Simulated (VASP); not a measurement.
All values below come from PBE GGA, VASP's PBE PAW potentials (set 64) (plane waves; VASP 6.6.1).

The input files of a VASP run:

File KPOINTS:
```
Automatic mesh
0
Gamma
12 12 7
0 0 0
```

INCAR:
```
ALGO=Normal
EDIFF=1E-7
EDIFFG=-0.01
ENCUT=520
GGA=PE
IBRION=2
ISIF=4
ISMEAR=1
LASPH=.TRUE.
LCHARG=.FALSE.
LMAXMIX=6
LREAL=.FALSE.
LWAVE=.FALSE.
NELM=100
NSW=30
PREC=Accurate
SIGMA=0.1
SYSTEM=Tm
```

### POSCAR
```
Tm
1.0
  1.8144163804  -3.1426614301   0.0000000000
  1.8144163804   3.1426614301   0.0000000000
  0.0000000000   0.0000000000   5.6309626911
Tm
2
Cartesian
  1.8144163804   1.0475559051   1.4077406728
  1.8144163804  -1.0475559051   4.2232220183
```

POTCAR, in this order: Tm_3 (PBE.64 set). Program: vasp_std.

The resulting files:

File OUTCAR:
```
 ion  position               nearest neighbor table
   1  0.333  0.667  0.250-   2 3.51   2 3.51   2 3.51   2 3.51   2 3.51   2 3.51
   2  0.667  0.333  0.750-   1 3.51   1 3.51   1 3.51   1 3.51   1 3.51   1 3.51
  LATTYP: Found a hexagonal cell.
 ALAT       =     3.6288328242
 C/A-ratio  =     1.5517283281
 Subroutine PRICEL returns:
 Original cell was already a primitive cell.
 Subroutine GETGRP returns: Found 24 space group operations
The static configuration has the point symmetry D_3d.
 The point group associated with its full space group is D_6h.
The dynamic configuration has the point symmetry D_3d.
 Subroutine INISYM returns: Found 24 space group operations
 Subroutine IBZKPT returns following result:
 Found     76 irreducible k-points:

 Following reciprocal coordinates:
            Coordinates               Weight
  0.000000  0.000000  0.000000      1.000000
  0.083333 -0.000000  0.000000      6.000000
  0.166667  0.000000  0.000000      6.000000
  0.250000 -0.000000  0.000000      6.000000
  0.333333 -0.000000  0.000000      6.000000
  0.416667 -0.000000  0.000000      6.000000
  0.500000 -0.000000  0.000000      3.000000
  0.083333  0.083333  0.000000      6.000000
  0.166667  0.083333  0.000000     12.000000
  0.250000  0.083333  0.000000     12.000000
  0.333333  0.083333  0.000000     12.000000
  0.416667  0.083333  0.000000     12.000000
  0.166667  0.166667  0.000000      6.000000
  0.250000  0.166667  0.000000     12.000000
  0.333333  0.166667  0.000000     12.000000
  0.416667  0.166667  0.000000      6.000000
  0.250000  0.250000  0.000000      6.000000
  0.333333  0.250000  0.000000     12.000000
  0.333333  0.333333  0.000000      2.000000
  0.000000  0.000000  0.142857      2.000000
  0.083333 -0.000000  0.142857     12.000000
  0.166667  0.000000  0.142857     12.000000
  0.250000 -0.000000  0.142857     12.000000
  0.333333 -0.000000  0.142857     12.000000
  0.416667 -0.000000  0.142857     12.000000
  0.500000 -0.000000  0.142857      6.000000
  0.083333  0.083333  0.142857     12.000000
  0.166667  0.083333  0.142857     24.000000
  0.250000  0.083333  0.142857     24.000000
  0.333333  0.083333  0.142857     24.000000
  0.416667  0.083333  0.142857     24.000000
  0.166667  0.166667  0.142857     12.000000
  0.250000  0.166667  0.142857     24.000000
  0.333333  0.166667  0.142857     24.000000
  0.416667  0.166667  0.142857     12.000000
  0.250000  0.250000  0.142857     12.000000
  0.333333  0.250000  0.142857     24.000000
  0.333333  0.333333  0.142857      4.000000
  0.000000  0.000000  0.285714      2.000000
  0.083333 -0.000000  0.285714     12.000000
   k-points           NKPTS =     76   k-points in BZ     NKDIM =     76   number of bands    NBANDS=     13
   number of dos      NEDOS =    301   number of ions     NIONS =      2
   total plane-waves  NPLWV =  32928
   dimension x,y,z NGX =    28 NGY =   28 NGZ =   42
   dimension x,y,z NGXF=    56 NGYF=   56 NGZF=   84
   ions per type =               2
   PREC   = accura    normal or accurate (medium, high low for compatibility)
   ISTART =      0    job   : 0-new  1-cont  2-samecut
   ICHARG =      2    charge: 1-file 2-atom 10-const
   ISPIN  =      1    spin polarized calculation?
   LNONCOLLINEAR =      F non collinear calculations
   LSORBIT =      F    spin-orbit coupling
   INIWAV =      1    electr: 0-lowe 1-rand  2-diag
   ENCUT  =  520.0 eV  38.22 Ry    6.18 a.u.   6.75  6.75 10.47*2*pi/ulx,y,z
   NELM   =    100;   NELMIN=  2; NELMDL= -5     # of ELM steps
   EDIFF  = 0.1E-06   stopping-criterion for ELM
   LREAL  =      F    real-space projection
...
```

**OSZICAR**
```
       N       E                     dE             d eps       ncg     rms          rms(c)
DAV:   1     0.627959642379E+02    0.62796E+02   -0.84551E+03  1992   0.129E+03
DAV:   2    -0.479132607867E+01   -0.67587E+02   -0.66643E+02  2039   0.391E+02
DAV:   3    -0.879656123089E+01   -0.40052E+01   -0.36882E+01  3234   0.606E+01
DAV:   4    -0.892927128956E+01   -0.13271E+00   -0.12738E+00  3156   0.877E+00
DAV:   5    -0.893125283840E+01   -0.19815E-02   -0.19808E-02  2885   0.101E+00    0.227E+01
DAV:   6    -0.891767017951E+01    0.13583E-01   -0.38200E-02  3143   0.227E+00    0.135E+01
DAV:   7    -0.892598771898E+01   -0.83175E-02   -0.68372E-02  3032   0.297E+00    0.369E-01
DAV:   8    -0.892570181304E+01    0.28591E-03   -0.40724E-03  2599   0.570E-01    0.819E-02
DAV:   9    -0.892572553311E+01   -0.23720E-04   -0.28292E-04  3250   0.175E-01    0.328E-02
DAV:  10    -0.892571764480E+01    0.78883E-05   -0.35850E-05  2900   0.543E-02    0.437E-02
DAV:  11    -0.892571833871E+01   -0.69391E-06   -0.39754E-06  2588   0.189E-02    0.293E-03
DAV:  12    -0.892571862199E+01   -0.28328E-06   -0.37156E-07  2133   0.645E-03    0.909E-04
DAV:  13    -0.892571860597E+01    0.16018E-07   -0.31780E-08  1488   0.247E-03
   1 F= -.89257186E+01 E0= -.89253731E+01  d E =-.892572E+01
```

File OUTCAR:
```
------------------------ aborting loop because EDIFF is reached ----------------------------------------
  FORCE on cell =-STRESS in cart. coord.  units (eV):
  Direction    XX          YY          ZZ          XY          YZ          ZX
  --------------------------------------------------------------------------------------
  Total       -0.9105043     -0.9105043     -0.8985225     -0.0000000      0.0000000      0.0000000
  in kB      -22.7167073    -22.7167084    -22.4177662     -0.0000000      0.0000000      0.0000000
  external PRESSURE =     -22.6170606 kB  Pullay stress =       0.0000000 kB
  volume of cell :       64.22
      direct lattice vectors                 reciprocal lattice vectors
     1.814416380 -3.142661430  0.000000000     0.275570704 -0.159100817  0.000000000
     1.814416380  3.142661430  0.000000000     0.275570704  0.159100817  0.000000000
     0.000000000  0.000000000  5.630962691     0.000000000  0.000000000  0.177589527
 POSITION                                       TOTAL-FORCE (eV/Angst)
 -----------------------------------------------------------------------------------
      1.81442      1.04756      1.40774         0.000000     -0.000000      0.000000
      1.81442     -1.04756      4.22322        -0.000000      0.000000      0.000000
 -----------------------------------------------------------------------------------
    total drift:                               -0.000002      0.000075     -0.000012
  FREE ENERGIE OF THE ION-ELECTRON SYSTEM (eV)
  ---------------------------------------------------
  free  energy   TOTEN  =        -8.9257186060 eV

  energy  without entropy=       -8.9246821335  energy(sigma->0) =       -8.92537312

 reached required accuracy - stopping structural energy minimisation
```
(Selected blocks of OUTCAR.)

The 4f electrons are frozen in the core of the lanthanide potential, so 4f levels, which can set the real gap, and their magnetism are missing.

The compound is Tm in the hcp structure. This cell is one point of a volume scan, at 1.06 of the reference volume.
